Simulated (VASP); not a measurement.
The system is AlNi.

```xyz
2
Lattice="2.8600 0.0000 0.0000 0.0000 2.8600 0.0000 0.0000 0.0000 2.8600" Properties=species:S:1:pos:R:3 pbc="T T T"
Ni    0.0000    0.0000    0.0000
Al    1.4300    1.4300    1.4300
```

The cell was built by a generator and needn't be a form met in nature.

| Item | Value |
| --- | --- |
| Program | VASP 6.6.1 |
| Task | relaxation of cell and atoms |
| Functional | PBE |
| Potentials or basis | VASP PAW PBE potentials, release 64 (Ni, Al) |
| Cutoff | 600 eV |
| k mesh | 14 × 14 × 14 |
| Occupations | methfessel-paxton, width 0.1 eV |
| Spin | no spin polarisation |

At the start: pressure 6.0 GPa; volume 11.70 Å³/atom.

Task: How do energy, volume and symmetry change on relaxing?

Result: Over 3 steps the energy falls by 7.3 meV/atom and the volume is 12.11 Å³/atom (+3.5 %); space group Pm-3m (No. 221, to 0.05 Å).

Step by step:
```
step  energy change (eV)  largest force (eV/Å)  pressure (GPa)  volume (Å³)
   1              0.0000                0.0000            5.96        23.39
   2             -0.0055                0.0000           -4.20        24.90
   3             -0.0146                0.0000            0.05        24.21
```

Final structure:
```
Ni Al
1.0
     2.89299    0.00000    0.00000
     0.00000    2.89299    0.00000
     0.00000    0.00000    2.89299
Ni Al
1 1
Direct
  0.00000 0.00000 0.00000
  0.50000 0.50000 0.50000
```
